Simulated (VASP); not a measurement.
Output of a VASP run:

File OSZICAR:
```
       N       E                     dE             d eps       ncg     rms          rms(c)
DAV:   1     0.745462192818E+02    0.74546E+02   -0.86677E+03   812   0.110E+03
DAV:   2    -0.411886459498E+02   -0.11573E+03   -0.11357E+03  1028   0.270E+02
DAV:   3    -0.471555211503E+02   -0.59669E+01   -0.58914E+01  1526   0.506E+01
DAV:   4    -0.472823756938E+02   -0.12685E+00   -0.12652E+00   936   0.770E+00
DAV:   5    -0.472872386263E+02   -0.48629E-02   -0.48596E-02  1272   0.110E+00    0.168E+01
DAV:   6    -0.392895398959E+02    0.79977E+01   -0.55822E+00  1046   0.187E+01    0.545E+00
DAV:   7    -0.396135275615E+02   -0.32399E+00   -0.12590E+00   848   0.101E+01    0.197E+00
DAV:   8    -0.393642794895E+02    0.24925E+00   -0.13624E+00  1104   0.872E+00    0.115E+00
DAV:   9    -0.392173680207E+02    0.14691E+00   -0.75891E-02   962   0.299E+00    0.727E-01
DAV:  10    -0.394950841282E+02   -0.27772E+00   -0.27067E-01  1078   0.451E+00    0.467E-01
DAV:  11    -0.395085520367E+02   -0.13468E-01   -0.38633E-03   990   0.539E-01    0.394E-01
DAV:  12    -0.395211311129E+02   -0.12579E-01   -0.82585E-04  1100   0.267E-01    0.357E-01
DAV:  13    -0.395471605682E+02   -0.26029E-01   -0.90388E-03   944   0.806E-01    0.202E-01
DAV:  14    -0.395523512786E+02   -0.51907E-02   -0.84455E-03   824   0.932E-01    0.138E-01
DAV:  15    -0.395544686808E+02   -0.21174E-02   -0.86483E-04  1020   0.280E-01    0.863E-02
DAV:  16    -0.395543828854E+02    0.85795E-04   -0.49282E-05  1120   0.555E-02    0.550E-02
DAV:  17    -0.395545631322E+02   -0.18025E-03   -0.36464E-05   860   0.629E-02    0.253E-02
DAV:  18    -0.395546747816E+02   -0.11165E-03   -0.31201E-05   908   0.560E-02    0.172E-02
DAV:  19    -0.395546839660E+02   -0.91844E-05   -0.26633E-05  1120   0.396E-02    0.571E-03
DAV:  20    -0.395546822376E+02    0.17285E-05   -0.77907E-07   490   0.843E-03    0.517E-03
DAV:  21    -0.395546837071E+02   -0.14695E-05   -0.27960E-07   466   0.499E-03    0.459E-03
DAV:  22    -0.395546866087E+02   -0.29016E-05   -0.43915E-06   968   0.129E-02    0.228E-03
DAV:  23    -0.395546865339E+02    0.74854E-07   -0.13696E-07   460   0.328E-03
   1 F= -.39554687E+02 E0= -.39554098E+02  d E =-.395547E+02
```

### OUTCAR
```
------------------------ aborting loop because EDIFF is reached ----------------------------------------
  FORCE on cell =-STRESS in cart. coord.  units (eV):
  Direction    XX          YY          ZZ          XY          YZ          ZX
  --------------------------------------------------------------------------------------
  Total        0.0079587      0.0079587      0.0079587      0.0000000      0.0000000      0.0000000
  in kB        0.2056393      0.2056393      0.2056393      0.0000000      0.0000000      0.0000000
  external PRESSURE =       0.2056393 kB  Pullay stress =       0.0000000 kB
  volume of cell :       62.01
      direct lattice vectors                 reciprocal lattice vectors
     0.000000000  3.141515322  3.141515322    -0.159158861  0.159158861  0.159158861
     3.141515322  0.000000000  3.141515322     0.159158861 -0.159158861  0.159158861
     3.141515322  3.141515322  0.000000000     0.159158861  0.159158861 -0.159158861
 POSITION                                       TOTAL-FORCE (eV/Angst)
 -----------------------------------------------------------------------------------
      0.00000      0.00000      0.00000        -0.000000      0.000000     -0.000000
      1.57076      1.57076      1.57076         0.000000     -0.000000     -0.000000
      4.71227      4.71227      4.71227        -0.000000     -0.000000      0.000000
 -----------------------------------------------------------------------------------
    total drift:                                0.000000     -0.000000     -0.000000
  FREE ENERGIE OF THE ION-ELECTRON SYSTEM (eV)
  ---------------------------------------------------
  free  energy   TOTEN  =       -39.5546865339 eV

  energy  without entropy=      -39.5529219721  energy(sigma->0) =      -39.55409835

 reached required accuracy - stopping structural energy minimisation
```
(Selected blocks of OUTCAR.)

**POSCAR**
```
ZrSi2
1
    0.0000000000     3.1415153215     3.1415153215
    3.1415153215     0.0000000000     3.1415153215
    3.1415153215     3.1415153215    -0.0000000000
Zr Si
1 2
Direct
  0.0000000000   0.0000000000   0.0000000000
  0.2500000000   0.2500000000   0.2500000000
  0.7500000000   0.7500000000   0.7500000000
```

Task: Write an INCAR and KPOINTS that could have produced this output.

Result: Several could match; the one computed here: the input of the run itself, r2SCAN meta-GGA, plane waves, VASP's PBE PAW potentials (set 64).

**INCAR**
```
SYSTEM = ZrSi2
PREC = Accurate; ENCUT = 400; LREAL = .FALSE.
LASPH = .TRUE.
EDIFF = 1E-6; NELM = 100; ALGO = Normal
LMAXMIX = 4; LMIXTAU = .TRUE.
ISMEAR = 1; SIGMA = 0.1
METAGGA = R2SCAN
IBRION = 2; NSW = 60; ISIF = 3
EDIFFG = -0.02
LWAVE = .FALSE.; LCHARG = .FALSE.
```

**KPOINTS**
```
Automatic mesh
0
Gamma
8 8 8
0 0 0
```

POTCAR, in this order: Zr_sv Si (PBE.64 set). Program: vasp_std.

The structure was generated: ZrSi2 was put into the fluorite type (Fm-3m), which need not be its known phase. It was relaxed first, which changed the volume by -8 %. The start is the result of an earlier pass.
